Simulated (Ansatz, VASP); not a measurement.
One calculation of CoCl2, two programs

```xyz
3
Lattice="3.3568 0.0000 0.0000 -1.6784 2.9071 0.0000 0.0000 0.0000 5.6121" Properties=species:S:1:pos:R:3 pbc="T T T"
Co    0.0000    0.0000    0.0000
Cl    1.6784    0.9690    4.2807
Cl    0.0000    1.9381    1.3314
```

Alike in both runs: functional LDA; k mesh 12 × 12 × 6; occupations gaussian, width 0.02 eV; collinear spin.

Ansatz relaxed the structure, and its values are those at the end. VASP's run is a single point on that final structure, the one shown.

|  | VASP | Ansatz |
| --- | --- | --- |
| version | VASP 6.6.1 | Ansatz 0.2.0 |
| potentials or method | VASP PAW LDA potentials, release 64 (Co, Cl) | scalar-relativistic, plane waves, PAW |
| plane-wave cutoff (eV) | 520 | 420 |
| valence electrons in the cell | 23 | 31 |

```csv
,VASP,Ansatz,Ansatz less VASP
gap on the k mesh at the Fermi level (eV),none,none,-
pressure (GPa),-0.2,0.0,+0.14
rms of the force components (eV/Å),0.004,0.000,-0.0041
net moment per atom (μB),1.00,1.00,+0.001
size of the moment on the site where the two differ most (μB),0.22,0.22,-0.003
```

Site moments also hang on the region over which each program counts them. A gap of «none» marks a metal or a gap that the smearing closes. The two sets of potentials don't hold the same shells in valence.

Caveats: a cell with one magnetic atom can't hold antiferromagnetic order, which such compounds often take; semilocal functionals often make such compounds metallic where correlation or magnetic order opens a gap, which also shifts bond lengths.
